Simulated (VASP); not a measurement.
Input for VASP

INCAR:
```
SYSTEM = CdBr2
PREC = Accurate
ENCUT = 300
EDIFF = 1E-6
NELM = 100
ALGO = Normal
LREAL = .FALSE.
LASPH = .TRUE.
ISMEAR = -1
SIGMA = 0.136
GGA = PS
LMAXMIX = 4
LWAVE = .FALSE.
LCHARG = .FALSE.
ISIF = 2
LSORBIT = .TRUE.
LNONCOLLINEAR = .TRUE.
MAGMOM = 0.0 0.0 0.0 0.0 0.0 0.0 0.0 0.0 0.0
GGA_COMPAT = .FALSE.
LORBIT = 11
```

File KPOINTS:
```
Automatic mesh
0
Gamma
5 5 5
0 0 0
```

File POSCAR:
```
CdBr2
6.6280240
  0.2979771950   0.1720372467   0.9389424359
 -0.2979771950   0.1720372467   0.9389424359
  0.0000000000  -0.3440744934   0.9389424359
Cd Br
1 2
Cart
  0.0000000000   0.0000000000   0.0000000000
  0.0000000000   0.0000000000   0.7042068270
  0.0000000000   0.0000000000   2.1126204809
```

POTCAR, in this order: Cd Br (PBE.64 set). Program: vasp_ncl.

### Question
Translate this PBEsol+SOC calculation to Ansatz.

### Answer
One equivalent input (not run):
Ansatz 0.2 input:
```yaml
crystal:
  lattice:
    - [1.9750000, 1.1402670, 6.2233330]
    - [-1.9750000, 1.1402670, 6.2233330]
    - [0.0000000, -2.2805340, 6.2233330]
  atoms:
    - { symbol: Cd, position: [0.0000000, 0.0000000, 0.0000000] }
    - { symbol: Br, position: [0.2500000, 0.2500000, 0.2500000] }
    - { symbol: Br, position: [0.7500000, 0.7500000, 0.7500000] }
kpoints:
  mp_grid: { grid: [5, 5, 5] }
hamiltonian:
  xc: pbesol
  pseudopotentials: { kind: paw }
magnetization: { noncollinear: true, spin_orbit: true }
scf:
  occupations: { method: fermi_dirac, width: 0.136 }
  max_iter: 100
output: { forces: true, stress: true, eigenvalues: true }
```
The two are equivalent in intent, not identical: each code has its own PAW files, so the cut-off isn't converted (ENCUT is set for VASP's; basis.ecutwfc is left out, and Ansatz then takes the one that its files recommend); Ansatz stops its SCF on the density residual and VASP on the energy change (EDIFF).

The structure comes from a measured CdBr2 entry of the Crystallography Open Database, whose conditions weren't checked. The cell was not relaxed at this level. The run is one of a series of settings (GGA_COMPAT = .FALSE., LNONCOLLINEAR = .TRUE., LSORBIT = .TRUE., MAGMOM = 0.0 0.0 0.0 0.0 0.0 0.0 0.0 0.0 0.0, program vasp_ncl against the base run), some of them coarse on purpose.
